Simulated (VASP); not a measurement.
Here is the system:

```yaml
crystal:
  lattice:
    - [2.79378, 0.00000, 0.00000]
    - [0.00000, 2.79378, 0.00000]
    - [0.00000, 0.00000, 2.79378]
  atoms:
    - { symbol: Al, position: [0.50000, 0.50000, 0.50000] }
    - { symbol: Co, position: [0.00000, 0.00000, 0.00000] }
```

These are LDA (Ceperley-Alder, Perdew-Zunger), VASP's LDA PAW potentials (set 64) (plane waves; VASP 6.6.1) values and carry that method's errors. Numerical set-up: 400 eV cut-off, 12×12×12 Γ-centred mesh, first-order Methfessel-Paxton smearing of 0.10 eV, potentials Al Co.

Task: Predict the energy per atom (σ→0), band gap (on the k-mesh) with the smallest direct gap where there is one.

Result: 
| Property | Value |
|---|---|
| band gap (on the k-mesh) | none (metal, semimetal or under 0.01 eV) |
| energy per atom (σ→0) | -661.4 kJ/mol of atoms |

Only differences to runs with the same potentials and settings are physical.

The compound is CoAl in the CsCl type structure. It was relaxed first, which changed the volume by -7 %. The start is the result of an earlier pass. The run is not spin-polarised, so no magnetic state was tried.
